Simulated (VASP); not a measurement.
Energy against volume of Al3Sc (L1_2). All values below come from PBE GGA with D4 dispersion, VASP's PBE PAW potentials (set 64) (plane waves; VASP 6.6.1). Numerical set-up: 520 eV cut-off, 8×8×8 Γ-centred mesh, first-order Methfessel-Paxton smearing of 0.10 eV, potentials Sc_sv Al.

```json
[
 {"V (Å³/atom)": "15.692", "E (eV/atom)": "-5.14839"},
 {"V (Å³/atom)": "16.193", "E (eV/atom)": "-5.16373"},
 {"V (Å³/atom)": "16.693", "E (eV/atom)": "-5.16872"},
 {"V (Å³/atom)": "17.194", "E (eV/atom)": "-5.16483"}
]
```

### Question
Fit these four points and predict the energy of the run at 17.695 Å³/atom.

### Answer
A cubic in V^(−2/3), the third-order Birch-Murnaghan form, passes through the four points with V0 = 16.71 Å³/atom and B0 = 94 GPa, and gives -5.1533 eV/atom there. The run gave -5.1535 eV/atom, -0.2 meV/atom from the fit; all five points give B0 = 94 GPa.

The compound is Al3Sc in the L1_2 structure. It was relaxed first.
